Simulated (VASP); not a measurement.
# BBrCl₂: convergence, electric field gradients

BBrCl₂, molecule in box, 4 atoms in the cell. PBEsol, electric field gradients; PAW potentials Cl, B, Br (PBE set). VASP 6.6.1.

Wanted: Vzz within 0.2 V/Å²; asymmetry within 0.03.

POSCAR of the starting run:
```
BBrCl2
1.0
    9.5900000000      0.0000000000      0.0000000000
    0.0000000000     10.6700000000      0.0000000000
    0.0000000000      0.0000000000     10.7000000000
Cl B Br
2 1 1
Direct
    0.5829092826      0.5946626017      0.6260934598
    0.5685401397      0.3748687910      0.4507289701
    0.5260896715      0.5286738482      0.4869626112
    0.4170907174      0.6251312090      0.3739065402
```

The series start from ENCUT (eV): 500; Vacuum around the molecule (Å): 8; EDIFF (eV): 1e-7; PREC: Accurate; LREAL: no. Each series keeps the choices made before it, and each single choice may use up half of a tolerance.

## ENCUT (eV)

| ENCUT (eV) | Vzz, largest deviation (V/Å²) | Asymmetry, largest deviation | SCF iterations | Time (s) |
|---|---|---|---|---|
| 350 | 0.47 | 0.004 | 24 | 8.5 |
| 400 | 0.38 | 0.004 | 24 | 8.9 |
| 500 | 0.19 | 0.001 | 25 | 13 |
| 600 | 0.09 | 0.000 | 24 | 19 |
| 650 | 0.06 | 0.000 | 24 | 21 |
| 800 (reference) | 0.00 | 0.000 | 25 | 28 |

## Vacuum around the molecule (Å)

| Vacuum around the molecule (Å) | Vzz, largest deviation (V/Å²) | Asymmetry, largest deviation | SCF iterations | Time (s) |
|---|---|---|---|---|
| 6 | 1.03 | 0.009 | 21 | 7.6 |
| 8 | 0.17 | 0.001 | 24 | 19 |
| 10 | 0.04 | 0.000 | 26 | 35 |
| 12 | 0.01 | 0.000 | 27 | 56 |
| 14 (reference) | 0.00 | 0.000 | 27 | 86 |

## EDIFF (eV)

| EDIFF (eV) | Vzz, largest deviation (V/Å²) | Asymmetry, largest deviation | SCF iterations | Time (s) |
|---|---|---|---|---|
| 0.0001 | 0.01 | 0.000 | 17 | 22 |
| 1e-5 | 0.01 | 0.000 | 20 | 28 |
| 1e-6 | 0.00 | 0.000 | 22 | 30 |
| 1e-7 | 0.00 | 0.000 | 26 | 35 |
| 1e-8 (reference) | 0.00 | 0.000 | 29 | 39 |

## PREC

| PREC | Vzz, largest deviation (V/Å²) | Asymmetry, largest deviation | SCF iterations | Time (s) |
|---|---|---|---|---|
| Accurate | 0.00 | 0.000 | 17 | 22 |
| Normal | 0.00 | 0.000 | 17 | 8.9 |

## LREAL

| LREAL | Vzz, largest deviation (V/Å²) | Asymmetry, largest deviation | SCF iterations | Time (s) |
|---|---|---|---|---|
| no | 0.00 | 0.000 | 17 | 8.9 |
| Auto | 0.01 | 0.000 | 17 | 9.0 |

## Question

The rows run from the loosest to the tightest (no order: PREC, LREAL). For each series: choose the loosest value from which every tighter one stays within half of the tolerance; where there is no order, keep the first row unless others stay within half of the tolerance and take at least 30 % less time, and then take the fastest.

## Answer

- ENCUT (eV): 600
- Vacuum around the molecule (Å): 10
- EDIFF (eV): 0.0001
- PREC: Normal
- LREAL: no

## All choices together

| Input | Vzz, largest deviation (V/Å²) | Asymmetry, largest deviation | Time (s) |
|---|---|---|---|
| defaults (naive) | 3.19 | 0.005 | 2.1 |
| chosen settings | 0.09 | 0.001 | 8.9 |
| reference settings throughout | 0.00 | 0.000 | 128 |

The tolerance is met.

Values of the reference run: Vzz: 198.1, 198.1, 26.3, 441.3 V/A^2; Asymmetry: 0.64, 0.64, 0.092, 0.565 asymmetry, 0 where Vzz is under 0.3 V/A^2.

## The input

INCAR:
```
GGA = PS ; PREC = Normal
ENCUT = 600 ; EDIFF = 1E-4
LREAL = F ; LASPH = T
ALGO = Normal ; NELM = 120
LWAVE = F ; LCHARG = F
ISMEAR = 0 ; SIGMA = 0.01
LEFG = T ; QUAD_EFG = -81.65 40.59 313
```

KPOINTS:
```
k-points
0
Gamma
  1 1 1
```

POSCAR:
```
BBrCl2
1.0
   11.5900000000      0.0000000000      0.0000000000
    0.0000000000     12.6700000000      0.0000000000
    0.0000000000      0.0000000000     12.7000000000
Cl B Br
2 1 1
Direct
    0.5686022450      0.5797198074      0.6062362220
    0.5567126782      0.3946211523      0.4584881874
    0.5215875712      0.5241475896      0.4890157433
    0.4313977550      0.6053788477      0.3937637780
```

Commands:
```
cat potpaw_PBE.64/Cl/POTCAR potpaw_PBE.64/B/POTCAR potpaw_PBE.64/Br/POTCAR > POTCAR
mpirun -np 4 vasp_gam > vasp.out
```

The chosen input took VASP 6.6.1 8.9 s on 4 cores (AMD EPYC 9R45 (Zen 5)), a shared host.

## An input that fails: cutoff far too low

It runs to its end, but against the unchanged starting input it is off by 59.19 V/Å² in the Vzz, 0.087 in the asymmetry.

Changes against the starting input:
```
- ENCUT = 500
+ ENCUT = 120
```
